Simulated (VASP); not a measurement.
Crystal: TePb.

```xyz
2
Lattice="0.0000 3.2310 3.2310 3.2310 0.0000 3.2310 3.2310 3.2310 0.0000" Properties=species:S:1:pos:R:3 pbc="T T T"
Te    3.2310    3.2310    3.2310
Pb    0.0000    0.0000    0.0000
```

```yaml
Program: VASP 6.6.1
Task: relaxation of cell and atoms
Functional: PBE
Potentials_or_basis: VASP PAW PBE potentials, release 64 (Te, Pb_d)
Cutoff: 600 eV
k_mesh: 8 × 8 × 8
Occupations: gaussian, width 0.02 eV
Spin: no spin polarisation
```

At the start: pressure 2.1 GPa; volume 33.73 Å³/atom.

Question: How do energy, volume and symmetry change on relaxing?

Answer: Over 5 steps the energy falls by 10.7 meV/atom and the volume is 35.41 Å³/atom (+5.0 %); space group Fm-3m (No. 225, to 0.05 Å).

The path:
```csv
step,energy change (eV),largest force (eV/Å),pressure (GPa),volume (Å³)
1,0.0000,0.0000,2.10,67.46
2,-0.0196,0.0000,-0.54,71.87
3,-0.0214,0.0000,0.04,70.84
4,-0.0214,0.0000,-0.04,70.91
5,-0.0214,0.0000,0.01,70.83
```

Final structure:
```yaml
crystal:
  lattice:
    - [0.00000, 3.28389, 3.28389]
    - [3.28389, 0.00000, 3.28389]
    - [3.28389, 3.28389, 0.00000]
  atoms:
    - { symbol: Te, position: [0.50000, 0.50000, 0.50000] }
    - { symbol: Pb, position: [0.00000, 0.00000, 0.00000] }
```
